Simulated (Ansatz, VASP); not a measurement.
# Zr (Zirconium) in two plane-wave programs

Aim: how closely do two programs agree when they are given the same cell, functional and k mesh?

Program: Ansatz 0.2.0. Level of theory: plane waves, with VASP 6.6.1 beside it; single point at LDA. Results are calculated unless marked as measured.

## (1) The structure

Symmetry: P6_3/mmc, No. 194, hexagonal system. The conventional cell has a = 3.232 Å, b = 3.232 Å, c = 5.147 Å, α = 90.00°, β = 90.00°, γ = 120.00°. Nearest to Zr lie 12 Zr at 3.18 to 3.23 Å.

As a file:

```xyz
2
Lattice="3.2320 0.0000 0.0000 -1.6160 2.7990 0.0000 0.0000 0.0000 5.1470" Properties=species:S:1:pos:R:3 pbc="T T T"
Zr    0.0000    1.8660    1.2868
Zr    1.6160    0.9330    3.8603
```

## (2) VASP: single point, LDA

A single point gives forces, pressure and levels at one fixed geometry, so differences don't come from the geometry; what else differs is listed under the comparison.

Lines of VASP's logs that name or quote its potential files are left out, and so is its time.

File run.py:

```python
import numpy as np
from ase.calculators.vasp import Vasp
from ase import Atoms
from ase.dft.bandgap import bandgap

atoms = Atoms(['Zr', 'Zr'],
              cell=[[3.232, 0.0, 0.0], [-1.616, 2.7989941, 0.0], [0.0, 0.0, 5.147]],
              scaled_positions=[[0.33333333, 0.66666667, 0.25], [0.66666667, 0.33333333, 0.75]],
              pbc=True)

calc = Vasp(
    xc='lda',
    pp='LDA',
    prec='Accurate',
    encut=400,
    ediff=1e-06,
    nelm=100,
    ismear=-1,
    sigma=0.05,
    lreal=False,
    algo='Normal',
    nbands=18,
    lasph=True,
    lorbit=11,
    lwave=False,
    lcharg=False,
    kpar=2,
    isif=2,
    pp_version='64',
    setups={'Zr': '_sv'},
    kpts=(14, 14, 8),
    gamma=True,
    txt='vasp.out',
)
atoms.calc = calc

print("energy (eV):", round(atoms.get_potential_energy(), 6))
print("Fermi level (eV):", round(calc.get_fermi_level(), 4))
print("forces (eV/A):")
print(np.round(atoms.get_forces(), 4))
print("stress (GPa, Voigt, tension positive):", np.round(atoms.get_stress() * 160.21766, 3))
gap, p1, p2 = bandgap(calc, direct=False)
print("gap on the mesh (eV):", round(gap, 4))
```

PAW data sets: Zr_sv (LDA family, release 64).

The run is started by

```console
$ export ASE_VASP_COMMAND="mpirun -np 2 vasp_std"
$ python run.py
```

Numbers of over 12 decimals in the logs are rounded to 6 here.

The program printed:

```text
energy (eV): -18.522922
Fermi level (eV): 8.8053
forces (eV/A):
[[ 0.  0.  0.]
 [-0. -0.  0.]]
stress (GPa, Voigt, tension positive): [ 6.382  6.382  5.791  0.    -0.     0.   ]
gap on the mesh (eV): 0.0
```

The INCAR that ASE wrote:

```
ENCUT = 400.000000
SIGMA = 0.050000
EDIFF = 1.00e-06
ALGO = Normal
PREC = Accurate
ISIF = 2
ISMEAR = -1
KPAR = 2
LORBIT = 11
NBANDS = 18
NELM = 100
LASPH = .TRUE.
LCHARG = .FALSE.
LWAVE = .FALSE.
LREAL = .FALSE.
```

The KPOINTS that ASE wrote:

```
KPOINTS created by Atomic Simulation Environment
0
Gamma
14 14 8
0 0 0
```

Parts of OUTCAR (step 2):

```text
ion  position               nearest neighbor table
   1  0.333  0.667  0.250-   2 3.18   2 3.18   2 3.18   2 3.18   2 3.18   2 3.18
   2  0.667  0.333  0.750-   1 3.18   1 3.18   1 3.18   1 3.18   1 3.18   1 3.18

  LATTYP: Found a hexagonal cell.
 ALAT       =     3.2320000000
 C/A-ratio  =     1.5925123762

 Subroutine GETGRP returns: Found 24 space group operations
 (whereof 12 operations were pure point group operations)

The static configuration has the point symmetry D_3d.
 The point group associated with its full space group is D_6h.

 Found    120 irreducible k-points:

   k-points           NKPTS =    120   k-points in BZ     NKDIM =    120   number of bands    NBANDS=     18

   dimension x,y,z NGX =    24 NGY =   24 NGZ =   36
   dimension x,y,z NGXF=    48 NGYF=   48 NGZF=   72

   ENCUT  =  400.0 eV  29.40 Ry    5.42 a.u.   5.27  5.27  8.39*2*pi/ulx,y,z

   NELECT =      24.0000    total number of electrons

 k-points in reciprocal lattice and weights: KPOINTS created by Atomic Simulation Env
   0.00000000  0.00000000  0.00000000       0.001
   0.07142857  0.00000000  0.00000000       0.004
   0.14285714 -0.00000000  0.00000000       0.004
   0.21428571  0.00000000  0.00000000       0.004
   0.28571429  0.00000000  0.00000000       0.004
   0.35714286  0.00000000  0.00000000       0.004
   0.42857143  0.00000000  0.00000000       0.004
   0.50000000  0.00000000  0.00000000       0.002
   0.07142857  0.07142857  0.00000000       0.004
[...]
0.28571429  0.28571429  0.50000000       0.004
   0.35714286  0.28571429  0.50000000       0.004

 average (electrostatic) potential at core
       1 -74.4877       2 -74.4877

 E-fermi :   8.8053

 k-point     1 :       0.0000    0.0000    0.0000
  band No.  band energies     occupation
    ...
      6     -17.4197      2.00000
      7     -17.4157      2.00000
      8     -17.4157      2.00000
      9       3.1637      2.00000
     10       5.7572      2.00000
     11       9.6210      0.00000
     12       9.6210      0.00000
     13       9.7769      0.00000
     14      10.0506      0.00000
     15      10.3115      0.00000
    ...

 k-point     2 :       0.0714    0.0000    0.0000
  band No.  band energies     occupation
    ...
      6     -17.4524      2.00000
      7     -17.4265      2.00000
      8     -17.4203      2.00000
      9       3.3077      2.00000
     10       5.8897      2.00000
     11       9.2603      0.00022
     12       9.7410      0.00000
     13       9.7541      0.00000
     14      10.0577      0.00000
     15      10.1935      0.00000
    ...

 k-point     3 :       0.1429   -0.0000    0.0000
  band No.  band energies     occupation
    ...
      7     -17.4473      2.00000
      8     -17.4340      2.00000
      9       3.7195      2.00000
     10       6.2448      2.00000
     11       8.7666      1.36888
     12       9.0346      0.02016
     13       9.8563      0.00000
     14      10.1464      0.00000
     15      10.4531      0.00000
     16      10.4687      0.00000
    ...

  Total       -1.8545946     -1.8545946     -1.6830806      0.0000000      0.0000000      0.0000000
  in kB      -63.8163673    -63.8163671    -57.9145894      0.0000000      0.0000000      0.0000000
  external PRESSURE =     -61.8491079 kB  Pullay stress =       0.0000000 kB

  energy-cutoff  :      400.00
  volume of cell :       46.56
      direct lattice vectors                 reciprocal lattice vectors
     3.232000000  0.000000000  0.000000000     0.309405941  0.178635603  0.000000000
    -1.616000000  2.798994100  0.000000000     0.000000000  0.357271207  0.000000000
     0.000000000  0.000000000  5.147000000     0.000000000  0.000000000  0.194287935

 POSITION                                       TOTAL-FORCE (eV/Angst)
 -----------------------------------------------------------------------------------
     -0.00000      1.86600      1.28675         0.000000      0.000000      0.000000
      1.61600      0.93300      3.86025        -0.000000     -0.000000      0.000000
 -----------------------------------------------------------------------------------
    total drift:                               -0.000010      0.000006     -0.000000

  FREE ENERGIE OF THE ION-ELECTRON SYSTEM (eV)
  ---------------------------------------------------
  free  energy   TOTEN  =       -18.5323798812 eV

  energy  without entropy=      -18.5134638835  energy(sigma->0) =      -18.52292188

 total charge
# of ion       s       p       d       tot
------------------------------------------
    1        2.237   5.957   1.646   9.840
    2        2.237   5.957   1.646   9.840
--------------------------------------------------
tot          4.474  11.914   3.293  19.681

[... 3 further parts left out ...]
```

At this level the cell is under a tension of 6.2 GPa, so at these settings it is away from equilibrium.

## (3) Ansatz: single point, LDA

Ansatz runs on its default PAW (the set named soft_2) files.

The same cell, functional (in two slightly different forms), mesh and smearing now go to Ansatz, which takes its cutoff from its data sets.

File input.yaml:

```yaml
crystal:
  lattice:
    - [3.232, 0.0, 0.0]
    - [-1.616, 2.7989941, 0.0]
    - [0.0, 0.0, 5.147]
  atoms:
    - { symbol: Zr, position: [0.33333333, 0.66666667, 0.25] }
    - { symbol: Zr, position: [0.66666667, 0.33333333, 0.75] }
hamiltonian:
  xc: lda
  pseudopotentials: { kind: paw }
kpoints:
  mp_grid: { grid: [14, 14, 8] }
scf:
  occupations: { method: fermi_dirac, width: 0.05 }
  n_extra_bands: 4
output:
  forces: true
  stress: true
  eigenvalues: true
  write_density: true
  write_potential: true
  elf: true
  volumetric_format: npy
```

The run is started by

```console
$ ansatz run input.yaml --threads 2 --pin off --max-ram 4608MiB --backend cpu --events-out ev --progress --plain --runs-dir out
```

The program printed:

```text
scf.n_extra_bands = 4 over 12 filled bands (N_el = 24.0): the run solves 16 bands
Engine: ansatz 0.2.0, aarch64-unknown-linux-gnu
Pseudopotentials: kind: paw
Pseudopotential: Zr, paw, valence charge 12, recommended cutoff 420 eV (normal), Zr.paw.azcp
Functional definition: SPW92
  exchange = slater_x
  correlation = pw_c
Crystal: 2 atoms, lattice volume = 46.562 Å³
Basis set: ecut = 420 eV, 929 PW (Γ)
Bands: 16, of which v1, the nominal top of the filled ones, is band 12 counted from 1 (11 counted from 0)
Symmetry: 24 space group operations
Space group: P63/mmc (ITA 194), of the structure as read, at distance tolerance 3.6e-5 Å
k-points: 120 of 1568
Non-local potential: Zr, projectors of the file, l = 0: 3, l = 1: 2, l = 2: 2, l = 3: 2
PAW form: soft (Blöchl's): semilocal exchange-correlation on the pseudo side does not see the compensation charge
PAW frozen core: Zr, regenerated for the run's functional, and the local potential with it (the file was generated under x = pbe(κ = 0.804, μ = 0.219515), c = pbe(β = 0.066725))
PAW one-centre angular grid: Zr, 590 points (default); XC on 64 Gauss nodes
Initial density: superposition of atomic densities (neutral atoms: chi_scale 0, normalization atom), corrected by the library's trained network
Initial wavefunctions: pseudopotential atomic-orbital guess
Functional: x = slater, c = lda
SCF iter   1: F=—  HF=-8154.875613 eV  |F-HF|=—  |Δ(HF+E_count)|=         —  Δρ=5.54e-3  dr2=4.47e-3  ethr=1.77e-3  ⟨swp⟩=4.8  Hψ=8183  notcnv=0
preconditioner: auto → Kerker (q_TF=auto, 2.443 Å⁻¹)  [metal: Δε(μ)=0.009 eV  Ē_g=3.122 eV  σ=0.050 eV  W_gap=0.05  n_scr=10 (ndim 8)  ℏωp=15.4 eV  f_vac=0.000  D(μ)=2.27/eV (n_scr^D=22)]
SCF iter   2: F=—  HF=-8154.874402 eV  |F-HF|=—  |Δ(HF+E_count)|=   1.21e-3  Δρ=3.13e-3  dr2=1.52e-3  ethr=1.86e-5  ⟨swp⟩=1.9  Hψ=4030  notcnv=0
SCF iter   3: F=—  HF=-8154.874386 eV  |F-HF|=—  |Δ(HF+E_count)|=   1.59e-5  Δρ=3.83e-4  dr2=3.43e-5  ethr=6.33e-6  ⟨swp⟩=2.2  Hψ=3253  notcnv=0
SCF iter   4: F=—  HF=-8154.874377 eV  |F-HF|=—  |Δ(HF+E_count)|=   8.84e-6  Δρ=9.49e-5  dr2=3.88e-6  ethr=1.43e-7  ⟨swp⟩=2.5  Hψ=3443  notcnv=0
SCF iter   5: F=—  HF=-8154.874377 eV  |F-HF|=—  |Δ(HF+E_count)|=   2.66e-7  Δρ=3.22e-5  dr2=4.22e-7  ethr=1.62e-8  ⟨swp⟩=1.4  Hψ=2019  notcnv=0
SCF iter   6: F=-8154.874377 eV  HF=-8154.874377 eV  |F-HF|=1.24e-8  |Δ(HF+E_count)|=   1.23e-7  Δρ=8.83e-6  dr2=1.96e-8  ethr=4.17e-10  ⟨swp⟩=7.0  Hψ=10775  notcnv=0
SCF 1 converged in 6 iterations: F = -8154.874377 eV  dr2 = 1.96e-8
  greatest PAW one-centre occupation: 0.998 electrons in one spin orbital (limit 2), on the Zr atom at site 1 (counted from 0), in its partial waves of l = 0
SCF converged after 6 iterations
Free energy (F): -8154.874377 eV
Harris-Foulkes:  -8154.874377 eV  (|F-HF|=1.24e-8)
Internal energy: -8154.855548 eV  (E = F + TS)
E sigma→0 (E₀):  -8154.864963 eV
Entropy (-TS):   -0.018828 eV (-9.414 meV/atom)
Fermi energy:    13.746530 eV
--- Per-component energies (eV) ---
  E_band       = -198.697659
  E_kinetic    = 665.582324
  E_local      = -1263.738816  (includes V_loc(G=0)·N_el)
  E_nonlocal   = 169.669303
  E_hartree    = 388.773139
  E_xc         = -320.069256
  E_vxc        = -380.072135  (∫ρ·V_xc dr)
  E_paw        = -5698.667191  (= ΣΔE_a)
  E_vpaw       = -167.681104  (= ΣTr[D̂ρ^β])
  E_aug_tail   = 0.000046  (compensation charges beyond the density's cutoff)
  E_ewald      = -2097.145900
  E_core_change = 0.740802  (= ΣΔE_core)
  E_smearing   = -0.018828  (= −TS)
  E_closure    = 0.000000  (closes the sum)
  Σ components = -8154.874377   (vs F -8154.874377, Δ=0.00e0)
--- Forces (eV/Å), atoms counted from 1 ---
  atom   1  Zr     0.00000000     0.00000000     0.00000000
  atom   2  Zr    -0.00000000    -0.00000000     0.00000000
  max |Σ_I F_I| component: 1.39e-17 eV/Å
--- Stress (GPa, compression-positive) ---
       -6.278456      -0.000000       0.000000
       -0.000000      -6.278456       0.000000
        0.000000       0.000000      -5.722835
  P = ⅓ Tr σ = -6.0932 GPa (-60.932 kbar)
--- Band table (eV; the first three rows and the last of 120) ---
  k-point 0: bands = [... 8 lower, 8.0864, 10.6946, 14.5654, 14.5654, 14.7216, 14.9807, 15.2558, 15.2558]
  k-point 1: bands = [... 8 lower, 8.2181, 10.6867, 14.4940, 14.4940, 14.6210, 14.7282, 15.1563, 15.1563]
  k-point 2: bands = [... 8 lower, 8.5949, 10.6100, 14.1995, 14.3547, 14.3913, 14.3913, 14.9213, 14.9213]
  k-point 119: bands = [... 8 lower, 12.0586, 12.0586, 12.6872, 12.6872, 13.7121, 13.7121, 15.7477, 15.7477]
```

Run time: 5 s. Hardware: 2 threads of Arm Neoverse N1, shared host; peak memory 0.34 GiB; 9.4 s of CPU time.

The run ends at a pressure of -6.09 GPa.

## (4) Differences

Known differences besides the potentials themselves: the two LDA forms differ slightly; the cutoff is 420 eV in Ansatz and 400 eV in VASP. Total energies have different zeros and are not compared.

Compared:

| quantity | Ansatz | VASP | difference |
| --- | --- | --- | --- |
| pressure (GPa) | -6.09 | -6.18 | +0.09 |

## (5) Summary of results

```json
{
  "difference in pressure (single point, LDA)": "0.092 GPa"
}
```

In words: The difference in pressure is 0.092 GPa (single point, LDA), within the 1 GPa picked in this series as the mark of a large difference. Such differences can come from data sets, numerical settings and the points named under the comparisons, not from the functional's error against experiment.

[Lines on the potential files, build, host, timing and source positions are cut from VASP's logs without a mark.]

[Logs are printed without paths, hosts, clocks, repeated set-up lines and the standing remarks that a program may print on its own settings, such as how far it seeks lower states.]

[Hosts, paths, dates, database ids (printed as entryN), source tags and the programs' standing remarks are cut or masked in the printed files.]
